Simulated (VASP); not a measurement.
VASP input:

**INCAR**
```
SYSTEM = ZrGe2
PREC = Accurate
ENCUT = 400
EDIFF = 1E-6
NELM = 100
ALGO = Normal
LREAL = .FALSE.
LASPH = .TRUE.
ISMEAR = 1
SIGMA = 0.1
GGA = PS
LMAXMIX = 4
LWAVE = .FALSE.
LCHARG = .FALSE.
IBRION = 2
ISIF = 3
NSW = 60
EDIFFG = -0.02
```

KPOINTS:
```
Automatic
0
G
8 8 7
```

POSCAR:
```
ZrGe2
1
    1.9083457364    -7.4279713537    -0.0000000000
    1.9083457364     7.4279713537     0.0000000000
    0.0000000000     0.0000000000     3.7518426225
Ge Zr
4 2
Direct
  0.9397075152   0.0602924848   0.2500000000
  0.0602924848   0.9397075152   0.7500000000
  0.2500410826   0.7499589174   0.2500000000
  0.7499589174   0.2500410826   0.7500000000
  0.6042540813   0.3957459187   0.2500000000
  0.3957459187   0.6042540813   0.7500000000
```

POTCAR, in this order: Ge_d Zr_sv (PBE.64 set). Program: vasp_std.

Task: Translate this PBEsol calculation to Ansatz.

Result: One equivalent input (not run):
Ansatz 0.2 input:
```yaml
crystal:
  lattice:
    - [1.9083457, -7.4279714, 0.0000000]
    - [1.9083457, 7.4279714, 0.0000000]
    - [0.0000000, 0.0000000, 3.7518426]
  atoms:
    - { symbol: Ge, position: [0.9397075, 0.0602925, 0.2500000] }
    - { symbol: Ge, position: [0.0602925, 0.9397075, 0.7500000] }
    - { symbol: Ge, position: [0.2500411, 0.7499589, 0.2500000] }
    - { symbol: Ge, position: [0.7499589, 0.2500411, 0.7500000] }
    - { symbol: Zr, position: [0.6042541, 0.3957459, 0.2500000] }
    - { symbol: Zr, position: [0.3957459, 0.6042541, 0.7500000] }
kpoints:
  mp_grid: { grid: [8, 8, 7] }
hamiltonian:
  xc: pbesol
  pseudopotentials: { kind: paw }
scf:
  occupations: { method: methfessel_paxton, width: 0.1 }
  max_iter: 100
relax:
  max_steps: 60
  f_tol: 0.02
  cell: {}
output: { forces: true, stress: true, eigenvalues: true }
```
What does not carry over: each code has its own PAW files, so the cut-off isn't converted (ENCUT is set for VASP's; basis.ecutwfc is left out, and Ansatz then takes the one that its files recommend); Ansatz stops its SCF on the density residual and VASP on the energy change (EDIFF).

The structure was generated: ZrGe2 was put into the C49 type (Cmcm), which need not be its known phase. This run relaxes it. Symmetry was kept, so distortions that lower it aren't found. The start is the result of an earlier pass.
